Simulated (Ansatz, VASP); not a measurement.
One calculation of As7O, two programs

File INCAR:

```
SYSTEM = As7O
PREC = Accurate
ENCUT = 600
EDIFF = 1E-6
ISMEAR = 0
SIGMA = 0.1
LREAL = .False.
LASPH = .True.
NELM = 80
ALGO = Normal
ISIF = 3
LWAVE = .False.
LCHARG = .False.
GGA = PE
IBRION = 2
NSW = 90
EDIFFG = -0.04
```

The input KPOINTS:

```
Automatic mesh
0
Gamma
  4 4 4
  0 0 0
```

The input POSCAR:

```
As7O
1.0
    0.0000000000      4.2844668900      4.2844668900
    4.2844668900      0.0000000000      4.2844668900
    4.2844668900      4.2844668900      0.0000000000
As O
7 1
Direct
    0.5000000000      0.5000000000      0.5000000000
    0.0000000000      0.5000000000      0.0000000000
    0.5000000000      0.0000000000      0.0000000000
    0.0000000000      0.5000000000      0.5000000000
    0.5000000000      0.0000000000      0.5000000000
    0.0000000000      0.0000000000      0.5000000000
    0.5000000000      0.5000000000      0.0000000000
    0.0000000000      0.0000000000      0.0000000000
```

Input for Ansatz:

```yaml
crystal:
  lattice:
    - [0.0, 4.28446689, 4.28446689]
    - [4.28446689, 0.0, 4.28446689]
    - [4.28446689, 4.28446689, 0.0]
  atoms:
    - { symbol: As, position: [0.5, 0.5, 0.5] }
    - { symbol: As, position: [0.0, 0.5, 0.0] }
    - { symbol: As, position: [0.5, 0.0, 0.0] }
    - { symbol: As, position: [0.0, 0.5, 0.5] }
    - { symbol: As, position: [0.5, 0.0, 0.5] }
    - { symbol: As, position: [0.0, 0.0, 0.5] }
    - { symbol: As, position: [0.5, 0.5, 0.0] }
    - { symbol: O, position: [0.0, 0.0, 0.0] }
basis:
  ecutwfc: 420
kpoints:
  mp_grid: { grid: [4, 4, 4] }
hamiltonian:
  xc: pbe
scf:
  occupations: { method: gaussian, width: 0.1 }
  lower_state_search: "off"
output:
  forces: true
  stress: true
  eigenvalues: true
relax:
  adjacent_minimum: "off"
  f_tol: 0.04
  max_steps: 70
  cell: { stress_tol: 0.4 }
```

Change from the starting cell: species swapped into the SbPt7 type (Fm-3m, No. 225).

Alike in both runs: task relaxation of cell and atoms; functional PBE; k mesh 4 × 4 × 4; occupations gaussian, width 0.1 eV; no spin polarisation.

|  | VASP | Ansatz |
| --- | --- | --- |
| version | VASP 6.6.1 | Ansatz 0.2.0 |
| potentials or method | VASP PAW PBE potentials, release 64 (As, O) | scalar-relativistic, plane waves, PAW |
| plane-wave cutoff (eV) | 600 | 420 |
| valence electrons in the cell | 41 | 111 |

Ansatz gave:

```
gap on the k mesh at the Fermi level, each at its own relaxed structure (eV) : none
relaxed volume (Å³/atom)                                                     : 17.67
relaxed cell length with the largest relative difference (Å)                 : 5.847
energy change over the relaxation (meV/atom)                                 : -51
```

Problem. Which values does VASP return?

Solution. gap on the k mesh at the Fermi level, each at its own relaxed structure (eV): none; relaxed volume (Å³/atom): 17.65; relaxed cell length with the largest relative difference (Å): 5.845; energy change over the relaxation (meV/atom): -52.

A gap of «none» marks a metal or a gap that the smearing closes. The two sets of potentials don't hold the same shells in valence.

Caveats: an odd number of electrons without spin polarisation forces a metal; a magnetic or distorted state may lie lower.
